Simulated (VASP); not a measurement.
# A VASP study of HfB2 (PBEsol): structure first, properties next, part 2 of 2

What structure does HfB2 take at this level, and what are its properties? The start is a cell from a database of measured crystal structures.

VASP 6.6.1; PBEsol; plane waves and PAW (Hf_pv, B).

Still holding for the runs below: The k-mesh is coarse for a metal.

So far. Step 9 (Volume scan with PBEsol, volume scale 0.98): The run ends at a pressure of 5.59 GPa.

**10. Volume scan with PBEsol, volume scale 1**

The input, INCAR:

```
SYSTEM = HfB2
PREC = Accurate
ENCUT = 420
EDIFF = 1E-06
NELM = 100
ISMEAR = 0
SIGMA = 0.05
LREAL = .FALSE.
ALGO = Normal
GGA = PS
NBANDS = 14
LASPH = .TRUE.
LORBIT = 11
LWAVE = .FALSE.
LCHARG = .FALSE.
KPAR = 2
ISIF = 2
```

The input, POSCAR:

```
HfB2
1.0
    3.1277317969      0.0000000000      0.0000000000
   -1.5638658985      2.7086951924      0.0000000000
    0.0000000000      0.0000000000      3.4458984043
Hf B
1 2
Direct
    0.0000000000      0.0000000000      0.0000000000
    0.3333333333      0.6666666667      0.5000000000
    0.6666666667      0.3333333333      0.5000000000
```

The input, KPOINTS:

```
Automatic mesh
0
Gamma
7 7 6
0 0 0
```

Potentials, in the order of the species: Hf_pv and B (PBE family, release 64).

Command:

```sh
$ mpirun -np 2 vasp_std
```

The job ended after 3.4 s (2 MPI ranks of AMD EPYC 9R45, shared host; peak memory 0.22 GiB; 5.6 s of CPU time).

The pressure falls from 5.59 to 0.00 GPa.

The run ends at a pressure of 0.00 GPa.

**11. Volume scan with PBEsol, volume scale 1.02**

INCAR is that of step 10.

The input, POSCAR:

```
HfB2
1.0
    3.1484458562      0.0000000000      0.0000000000
   -1.5742229281      2.7266340939      0.0000000000
    0.0000000000      0.0000000000      3.4687195886
Hf B
1 2
Direct
    0.0000000000      0.0000000000      0.0000000000
    0.3333333333      0.6666666667      0.5000000000
    0.6666666667      0.3333333333      0.5000000000
```

KPOINTS is that of step 10.

Command:

```sh
$ mpirun -np 2 vasp_std
```

The job ended after 3.4 s (2 MPI ranks; peak memory 0.22 GiB).

The pressure falls from 0.00 to -5.08 GPa.

The run ends at a pressure of -5.08 GPa.

**12. Volume scan with PBEsol, volume scale 1.04**

INCAR is that of step 11.

The input, POSCAR:

```
HfB2
1.0
    3.1688908827      0.0000000000      0.0000000000
   -1.5844454414      2.7443400063      0.0000000000
    0.0000000000      0.0000000000      3.4912443729
Hf B
1 2
Direct
    0.0000000000      0.0000000000      0.0000000000
    0.3333333333      0.6666666667      0.5000000000
    0.6666666667      0.3333333333      0.5000000000
```

KPOINTS is that of step 11.

Command:

```sh
$ mpirun -np 2 vasp_std
```

The job ended after 3.4 s (2 MPI ranks; peak memory 0.22 GiB; 5.6 s of CPU time).

The pressure falls from -5.08 to -9.68 GPa.

The run ends at a pressure of -9.68 GPa.

**13. Volume scan with PBEsol, volume scale 1.06**

A prediction first. A parabola through the 6 pressures of evenly scaled cells so far, P = -0.01 -267.1 t +536 t² GPa with t = ln(V/V₁) and V₁ the volume at scale 1, gives -13.76 GPa at t = +0.0583.

INCAR is that of step 12.

The input, POSCAR:

```
HfB2
1.0
    3.1890754452      0.0000000000      0.0000000000
   -1.5945377227      2.7618203502      0.0000000000
    0.0000000000      0.0000000000      3.5134821978
Hf B
1 2
Direct
    0.0000000000      0.0000000000      0.0000000000
    0.3333333333      0.6666666667      0.5000000000
    0.6666666667      0.3333333333      0.5000000000
```

KPOINTS is that of step 12.

Command:

```sh
$ mpirun -np 2 vasp_std
```

Run time: 3.4 s. Hardware: 2 MPI ranks; peak memory 0.22 GiB; 5.6 s of CPU time.

The pressure falls from -9.68 to -13.86 GPa. The parabola predicted -13.76 GPa, +0.09 GPa off.

**14. The series together**

Times are for 2 MPI ranks of AMD EPYC 9R45, shared host. The runs compared:

| no. | volume scale | energy above the lowest point (meV/atom) | pressure (GPa) | time | memory (GiB) |
| --- | --- | --- | --- | --- | --- |
| 1 | 0.94 | 32.45 | 18.58 | 2.8 s | 0.21 |
| 2 | 0.96 | 14 | 11.77 | 3.4 s | 0.22 |
| 3 | 0.98 | 3.43 | 5.592 | 3.4 s | 0.22 |
| 4 | 1 | 0 | -0.003736 | 3.4 s | 0.22 |
| 5 | 1.02 | 3.04 | -5.076 | 3.4 s | 0.22 |
| 6 | 1.04 | 11.97 | -9.682 | 3.4 s | 0.22 |
| 7 | 1.06 | 26.21 | -13.86 | 3.4 s | 0.22 |

**15. Fit for PBEsol**

This step: Birch-Murnaghan fit, PBEsol; plane waves and PAW (VASP 6.6.1).

Derived from the runs above.

Numbers from this step:

```
pressure derivative of the bulk modulus : 3.896
r.m.s. error of the fit                 : 3.94e-6 eV/atom
minimum inside the sampled range        : yes
bulk modulus                            : 266.0 GPa
equilibrium volume of the fit           : 9.734 Å³/atom
```

Table of energy above the fitted minimum by volume:

| volume (Å³/atom) | energy above the fitted minimum (eV/atom) |
| --- | --- |
| 9.147 | 0.0325 |
| 9.342 | 0.0140 |
| 9.537 | 0.00343 |
| 9.731 | 1.9e-6 |
| 9.926 | 0.00304 |
| 10.121 | 0.0120 |
| 10.315 | 0.0262 |

The fitted volume lies +0.03 % from the relaxed one.

**16. Electric field gradients (PBEsol)**

This step: PBEsol; plane waves and PAW (Hf_pv, B) (VASP 6.6.1).

Field gradients probe how far the charge around each nucleus departs from cubic symmetry; LASPH keeps the non-spherical terms inside the spheres.

Changes to INCAR since step 13:

```diff
@@ -3,3 +3,3 @@
 ENCUT = 420
-EDIFF = 1E-06
+EDIFF = 1E-07
 NELM = 100
@@ -16,2 +16,2 @@
 KPAR = 2
-ISIF = 2
+LEFG = .TRUE.
```

The input, POSCAR:

```
HfB2
1.0
    3.1277317969      0.0000000000      0.0000000000
   -1.5638658985      2.7086951924      0.0000000000
    0.0000000000      0.0000000000      3.4458984043
Hf B
1 2
Direct
    0.0000000000      0.0000000000      0.0000000000
    0.3333333333      0.6666666667      0.5000000000
    0.6666666667      0.3333333333      0.5000000000
```

KPOINTS is that of step 13.

Command:

```sh
$ mpirun -np 2 vasp_std
```

It took 3.6 s on 2 MPI ranks; peak memory 0.22 GiB; 6.1 s of CPU time.

Numbers from this step:

- SCF cycles: 14
- free energy (TOTEN): -27.86 eV
- energy at zero smearing: -27.86 eV
- Fermi energy: 7.504 eV
- pressure: -0.01004 GPa

Electric field gradients, by row:

```csv
atom,Vxx (V/Å²),Vyy (V/Å²),Vzz (V/Å²),asymmetry
Hf1,-39.31,-39.31,78.61,0
B2,-0.906,-0.906,1.812,0
B3,-0.906,-0.906,1.812,0
```

The largest gradient, 78.61 V/Å², sits on Hf1; times the quadrupole moment of a nucleus that has one, it gives the coupling that NMR and NQR see.

**17. Outcome**

```yaml
relaxed_volume: 9.731 Å³/atom
relaxed_conventional_cell_a_b_c: 3.128, 3.128, 3.446 Å; angles 90.0, 90.0, 120.0°
space_group_after_relaxing_within_0p02_a: P6/mmm (No. 191)
band_gap: none, a metal
dos_at_the_fermi_level: 0.282 states/eV/cell
bulk_modulus_from_the_fit: 266 GPa
volume_from_the_fit: 9.73 Å³/atom
largest_field_gradient_vzz: 78.61 V/Å² on Hf1
```

In words: With PBEsol, HfB2 relaxes to 9.731 Å³/atom in space group P6/mmm (held by the symmetry of the run), comes out as a metal and has a bulk modulus of 266 GPa at fixed shape and positions, an upper bound. Against the listed cell the volume lies -1.8 % (a -0.4 %, c -1.0 %). Band structure (PBEsol): Of the bands kept, 2 cross the Fermi level on this path. Spin-orbit coupling is left out, and with elements this heavy it would split and shift bands near the Fermi level. The k-sampling is coarse for a metal, so the Fermi level, pressures and the shape of the cell carry errors. No search among competing phases was made, and a listed structure need not be the one stable at ambient conditions. All values are for a static lattice at zero temperature.

[Lines on the potential files, build, host, timing and source positions are cut from VASP's logs without a mark.]

[Logs are printed without paths, hosts, clocks, repeated set-up lines and the standing remarks that a program may print on its own settings, such as how far it seeks lower states.]

[Hosts, paths, dates, database ids (printed as entryN), source tags and the programs' standing remarks are cut or masked in the printed files.]

[A measured line is paired with the nearest computed mode of its activity, which favours agreement.]
